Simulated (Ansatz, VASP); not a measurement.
VRe3F: VASP beside Ansatz

```
V Re F
1.0
     4.14756    0.00000    0.00000
     0.00000    4.14756    0.00000
     0.00000    0.00000    4.14756
V Re F
1 3 1
Direct
  0.50000 0.50000 0.50000
  0.00000 0.50000 0.00000
  0.50000 0.00000 0.00000
  0.00000 0.00000 0.50000
  0.00000 0.00000 0.00000
```

Change from the starting cell: species swapped into the Gd3InN type (Pm-3m, No. 221).

Alike in both runs: functional PBE; k mesh 10 × 10 × 10; occupations gaussian, width 0.1 eV; no spin polarisation.

Ansatz relaxed the structure, and its values are those at the end. VASP's run is a single point on that final structure, the one shown.

|  | VASP | Ansatz |
| --- | --- | --- |
| version | VASP 6.6.1 | Ansatz 0.2.0 |
| potentials or method | VASP PAW PBE potentials, release 64 (V_sv, Re, F) | scalar-relativistic, plane waves, PAW |
| plane-wave cutoff (eV) | 520 | 420 |
| valence electrons in the cell | 41 | 65 |

Ansatz gave:

* gap on the k mesh at the Fermi level (eV): none
* pressure (GPa): 0.0

Problem. What did VASP give for the same quantities?

Solution. gap on the k mesh at the Fermi level (eV): none; pressure (GPa): 1.1.

A gap of «none» marks a metal or a gap that the smearing closes. The two sets of potentials don't hold the same shells in valence.

Caveats: an odd number of electrons without spin polarisation forces a metal; a magnetic or distorted state may lie lower; the run has no spin polarisation, though such a crystal can be magnetic; semilocal functionals often make such compounds metallic where correlation or magnetic order opens a gap, which also shifts bond lengths. Spin-orbit coupling is left out, which matters for the levels of Re.
